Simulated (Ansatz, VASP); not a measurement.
# Cross-check of Nb3Sb between VASP and Ansatz, part 2 of 2

One calculation is typed for both programs; each brings its own data sets and cutoff. How far apart do they land?

VASP 6.6.1 and Ansatz 0.2.0.

So far: Starting point; VASP: relaxation of cell and atoms, PBEsol.

## 3. Ansatz: relaxation of cell and atoms, PBEsol

Level of this step: Ansatz beside VASP: Kohn-Sham DFT, plane waves, PBEsol (Ansatz).

Ansatz runs on its default PAW (the set named soft_2) files.

The same cell, functional, mesh and smearing now go to Ansatz, which takes its cutoff from its data sets.

The input, input.yaml:

```yaml
crystal:
  lattice:
    - [5.2643, 0.0, 0.0]
    - [0.0, 5.2643, 0.0]
    - [0.0, 0.0, 5.2643]
  atoms:
    - { symbol: Sb, position: [0.5, 0.5, 0.5] }
    - { symbol: Sb, position: [0.0, 0.0, 0.0] }
    - { symbol: Nb, position: [0.0, 0.5, 0.25] }
    - { symbol: Nb, position: [0.0, 0.5, 0.75] }
    - { symbol: Nb, position: [0.5, 0.25, 0.0] }
    - { symbol: Nb, position: [0.75, 0.0, 0.5] }
    - { symbol: Nb, position: [0.5, 0.75, 0.0] }
    - { symbol: Nb, position: [0.25, 0.0, 0.5] }
hamiltonian:
  xc: pbesol
  pseudopotentials: { kind: paw }
kpoints:
  mp_grid: { grid: [5, 5, 5] }
scf:
  occupations: { method: methfessel_paxton, width: 0.15 }
relax:
  f_tol: 0.01
  max_steps: 60
  cell: { stress_tol: 0.05 }
output:
  forces: true
  stress: true
  write_density: true
  write_potential: true
  elf: true
  volumetric_format: npy
```

Command:

```console
$ ansatz run input.yaml --threads 4 --pin off --max-ram 9216MiB --backend cpu --events-out ev --progress --plain --runs-dir out
```

Numbers of over 12 decimals in the logs are rounded to 6 here.

What it wrote:

```text
Engine: ansatz 0.2.0, aarch64-unknown-linux-gnu
Pseudopotentials: kind: paw
Pseudopotential: Sb, paw, valence charge 15, recommended cutoff 420 eV (normal), Sb.paw.azcp
Pseudopotential: Nb, paw, valence charge 13, recommended cutoff 420 eV (normal), Nb.paw.azcp
Functional definition: PBEsol
  exchange = pbesol_x
  correlation = pbesol_c
Crystal: 8 atoms, lattice volume = 145.889 Å³
Basis set: ecut = 420 eV, 2897 PW (Γ), exchange–correlation on 72×72×72 points (8 copies of the dense FFT grid, shifted against one another)
Bands: 65, of which v1, the nominal top of the filled ones, is band 54 counted from 1 (53 counted from 0)
Symmetry: 48 space group operations
Space group: Pm-3n (ITA 223), of the structure as read, at distance tolerance 5.3e-5 Å
k-points: 10 of 125
Non-local potential: Sb, projectors of the file, l = 0: 2, l = 1: 2, l = 2: 2, l = 3: 2
Non-local potential: Nb, projectors of the file, l = 0: 3, l = 1: 2, l = 2: 2, l = 3: 1
PAW form: soft (Blöchl's): semilocal exchange-correlation on the pseudo side does not see the compensation charge
PAW frozen core: Sb, regenerated for the run's functional, and the local potential with it (the file was generated under x = pbe(κ = 0.804, μ = 0.219515), c = pbe(β = 0.066725))
PAW frozen core: Nb, regenerated for the run's functional, and the local potential with it (the file was generated under x = pbe(κ = 0.804, μ = 0.219515), c = pbe(β = 0.066725))
PAW one-centre angular grid: Sb, 590 points (default); XC on 64 Gauss nodes
PAW one-centre angular grid: Nb, 590 points (default); XC on 64 Gauss nodes
Initial density: superposition of atomic densities (neutral atoms: chi_scale 0, normalization atom), corrected by the library's trained network
Initial wavefunctions: pseudopotential atomic-orbital guess
Functional: x = pbesol(κ = 0.804, μ = 0.123457), c = pbesol(β = 0.046)
SCF iter   1: F=—  HF=-39791.591623 eV  |F-HF|=—  |Δ(HF+E_count)|=         —  Δρ=5.62e-3  dr2=4.33e-2  ethr=1.77e-3  ⟨swp⟩=5.9  Hψ=2483  notcnv=0
preconditioner: auto → Resta (q_TF=auto, 2.595 Å⁻¹)  ε∞=14.9  [insulator: Δε(μ)=0.098 eV  Ē_g=5.224 eV  σ=0.150 eV  W_gap=0.52  n_scr=32 (ndim 8)  ℏωp=19.4 eV  f_vac=0.000  D(μ)=3.65/eV (n_scr^D=26)  ε∞_Penn≈14.9]
SCF iter   2: F=—  HF=-39791.579113 eV  |F-HF|=—  |Δ(HF+E_count)|=   1.25e-2  S|Δr|=    0.00e0  Δρ=3.06e-3  dr2=1.34e-2  ethr=4.01e-5  ⟨swp⟩=1.6  Hψ=845  notcnv=0
SCF iter   3: F=—  HF=-39791.574275 eV  |F-HF|=—  |Δ(HF+E_count)|=   4.84e-3  S|Δr|=    0.00e0  Δρ=3.94e-4  dr2=2.35e-4  ethr=1.24e-5  ⟨swp⟩=2.3  Hψ=920  notcnv=0
SCF iter   4: F=—  HF=-39791.574207 eV  |F-HF|=—  |Δ(HF+E_count)|=   6.85e-5  S|Δr|=    0.00e0  Δρ=8.46e-5  dr2=9.27e-6  ethr=2.18e-7  ⟨swp⟩=2.0  Hψ=990  notcnv=0
SCF iter   5: F=—  HF=-39791.574305 eV  |F-HF|=—  |Δ(HF+E_count)|=   9.80e-5  S|Δr|=    0.00e0  Δρ=1.67e-5  dr2=4.63e-7  ethr=8.58e-9  ⟨swp⟩=2.0  Hψ=897  notcnv=0
SCF iter   6: F=-39791.574304 eV  HF=-39791.574304 eV  |F-HF|=1.42e-9  |Δ(HF+E_count)|=   1.18e-7  S|Δr|=    0.00e0  Δρ=2.49e-6  dr2=6.17e-9  ethr=9.26e-11  ⟨swp⟩=8.0  Hψ=3759  notcnv=0
SCF 1 converged in 6 iterations: F = -39791.574304 eV  dr2 = 6.17e-9
  greatest PAW one-centre occupation: 0.997 electrons in one spin orbital (limit 2), on the Nb atom at site 7 (counted from 0), in its partial waves of l = 0
relax step   1: F+E_penalty+E_count = -39791.57430444 eV  Δ(F+E_penalty+E_count) = +0.000e0 eV  max|allowed force component| = 6.939e-18 eV/Å  Δτ_max = 0.0000 Å  P = -2.706 GPa  Ω = 145.889 Å³  (6 SCF iters, dr2 threshold 1.00e-7 eV, accepted)
[...]
relax step   2: F+E_penalty+E_count = -39791.40015386 eV  Δ(F+E_penalty+E_count) = +1.742e-1 eV  max|allowed force component| = 2.222e-17 eV/Å  Δτ_max = 0.0000 Å  P = +9.807 GPa  Ω = 137.094 Å³  energy of the carried Pulay correction = +2.003e-3 eV  (5 SCF iters, dr2 threshold 8.00e-7 eV, rejected (line search))
[...]
relax step   3: F+E_penalty+E_count = -39791.59313843 eV  Δ(F+E_penalty+E_count) = -1.883e-2 eV  max|allowed force component| = 1.937e-17 eV/Å  Δτ_max = 0.0000 Å  P = -0.215 GPa  Ω = 143.893 Å³  energy of the carried Pulay correction = +4.441e-4 eV  (7 SCF iters, accepted)
[...]
relax step   4: F+E_penalty+E_count = -39791.59328701 eV  Δ(F+E_penalty+E_count) = -1.486e-4 eV  max|allowed force component| = 2.262e-17 eV/Å  Δτ_max = 0.0000 Å  P = +0.006 GPa  Ω = 143.723 Å³  energy of the carried Pulay correction = +4.820e-4 eV  (3 SCF iters, dr2 threshold 1.15e-7 eV, accepted)
[...]
relax step   5: F+E_penalty+E_count = -39791.59280697 eV  Δ(F+E_penalty+E_count) = +4.800e-4 eV  max|allowed force component| = 2.479e-17 eV/Å  Δτ_max = 0.0000 Å  P = +0.006 GPa  Ω = 143.723 Å³  stress off target by 6.33e-3 GPa  SCF on the basis re-selected at this cell (its energy is not comparable with the rows above)  (4 SCF iters)
basis re-selected at this cell: Δ(F+E_penalty+E_count) = +4.800e-4 eV, ΔP = +0.001 GPa vs the last step (what re-selecting the basis moved, of the pressure what is left beyond the Pulay correction that the steps carried, after the strain that the cell walked since its last selection, with what the two solves' SCF thresholds leave and, on support functions, any second-order correction that the steps lacked; it is no m [...]
SCF converged after 4 iterations
Stability not checked: this state was not tested for a lower state beside it, because cold or Methfessel-Paxton smearing, or corrected tetrahedra, fill the levels in a way that the test cannot read (fill_not_monotonic; see scf.lower_state_search)
Free energy (F): -39791.592807 eV
Harris-Foulkes:  -39791.592807 eV  (|F-HF|=0.00e0)
Internal energy: -39791.595437 eV  (E = F + TS)
E sigma→0 (E₀):  -39791.593464 eV
Entropy (-TS):   0.002630 eV (0.329 meV/atom)
Fermi energy:    18.122271 eV
--- Per-component energies (eV) ---
  E_band       = -497.309139
  E_kinetic    = 2798.033777
  E_local      = -6452.741795  (includes V_loc(G=0)·N_el)
  E_nonlocal   = 1466.904054
  E_hartree    = 2411.220893
  E_xc         = -1327.514469
  E_vxc        = -1476.237484  (∫ρ·V_xc dr)
  E_paw        = -27115.119294  (= ΣΔE_a)
  E_vpaw       = -1655.709687  (= ΣTr[D̂ρ^β])
  E_aug_tail   = 0.000030  (compensation charges beyond the density's cutoff)
  E_ewald      = -11574.174601
  E_core_change = 1.795968  (= ΣΔE_core)
  E_smearing   = 0.002630  (= −TS)
  E_closure    = 0.000000  (closes the sum)
  Σ components = -39791.592807   (vs F -39791.592807, Δ=0.00e0)
--- Forces (eV/Å), atoms counted from 1 ---
  atom   1  Sb     0.00000000     0.00000000     0.00000000
  atom   2  Sb     0.00000000     0.00000000     0.00000000
  atom   3  Nb    -0.00000000    -0.00000000     0.00000000
  atom   4  Nb     0.00000000     0.00000000     0.00000000
  atom   5  Nb    -0.00000000    -0.00000000     0.00000000
  atom   6  Nb     0.00000000    -0.00000000    -0.00000000
  atom   7  Nb     0.00000000    -0.00000000    -0.00000000
  atom   8  Nb    -0.00000000     0.00000000     0.00000000
  max |Σ_I F_I| component: 2.26e-17 eV/Å
--- Stress (GPa, compression-positive) ---
        0.006331      -0.000000       0.000000
       -0.000000       0.006331       0.000000
        0.000000       0.000000       0.006331
  P = ⅓ Tr σ = 0.0063 GPa (0.063 kbar)
--- Band table (eV; the first three rows and the last of 10) ---
  k-point 0: bands = [... 50 lower, 17.2367, 17.2367, 17.8846, 17.8846, 19.1083, 20.4000, 20.4000, 20.4000, ... 7 higher]
  k-point 1: bands = [... 50 lower, 17.2183, 17.2183, 17.9210, 17.9293, 19.6598, 19.8627, 20.2203, 20.2203, ... 7 higher]
  k-point 2: bands = [... 50 lower, 16.9991, 17.0817, 17.2862, 17.7685, 19.0430, 20.1012, 20.1012, 20.2600, ... 7 higher]
  k-point 9: bands = [... 50 lower, 17.7519, 17.7599, 17.7678, 17.7678, 18.0061, 18.0061, 18.5113, 18.5113, ... 7 higher]
--- Relaxed structure (4 steps of the walk, 3 accepted, 1 SCFs on fresh bases) ---
  F+E_penalty+E_count = -39791.59280697 eV   max|allowed force component| = 2.479e-17 eV/Å   (the final SCF, on the basis selected at the relaxed cell)
  cell:  # Å, volume = 143.7232 Å³
    - [5.238122, 0, 0]
    - [0, 5.238122, 0.0]
    - [0, 0.0, 5.238122]
  atoms:
    - { symbol: Sb, position: [0.500000, 0.500000, 0.500000] }
    - { symbol: Sb, position: [0, 0, 0] }
    - { symbol: Nb, position: [0, 0.500000, 0.250000] }
    - { symbol: Nb, position: [0, 0.500000, 0.75] }
    - { symbol: Nb, position: [0.500000, 0.250000, 0] }
    - { symbol: Nb, position: [0.75, 0, 0.500000] }
    - { symbol: Nb, position: [0.500000, 0.75, 0] }
    - { symbol: Nb, position: [0.250000, 0, 0.500000] }
```

Elapsed: 8 s, on 4 threads of Arm Neoverse V1, shared host; peak memory 0.57 GiB; 30 s of CPU time.

## 4. Differences

Known differences besides the potentials themselves: both relaxations stop at a tolerance, which leaves soft axes loose, and VASP keeps its plane-wave basis; the data sets hold 108 valence electrons in Ansatz (default PAW (the set named soft_2) files) and 76 in VASP; the cutoff is 420 eV in Ansatz and 350 eV in VASP; Ansatz makes its cores anew for this functional, VASP keeps those of its PBE data sets; VASP leaves aspherical gradient terms in its spheres out (LASPH is not set), Ansatz keeps them; Ansatz adds a Pulay correction to the stress that steers its cell, VASP none. Total energies have different zeros and are not compared.

Both answers:

```csv
quantity,Ansatz,VASP,difference
volume (Å³),143.72,145.11,-0.96 %
"edge a after relaxation, in the typed setting (Å)",5.238,5.255,-0.32 %
```

The walks stopped with 0.01 GPa left in Ansatz and 0.01 GPa in VASP; each walk ends within a tolerance, so the volume difference is uncertain by about these residues over the bulk modulus, most in soft cells.

## 5. Outcome

```
difference in volume (relaxation of cell and atoms, PBEsol) : -0.96 %
```

The difference in volume is -0.96 % (relaxation of cell and atoms, PBEsol), within the 1.2 % picked in this series as the mark of a large difference, as far as the stopping tolerances let one tell. Such differences can come from data sets, numerical settings and the points named under the comparisons, not from the functional's error against experiment.

[Lines on the potential files, build, host, timing and source positions are cut from VASP's logs without a mark.]

[Logs are printed without paths, hosts, clocks, repeated set-up lines and the standing remarks that a program may print on its own settings, such as how far it seeks lower states.]

[Hosts, paths, dates, database ids (printed as entryN), source tags and the programs' standing remarks are cut or masked in the printed files.]
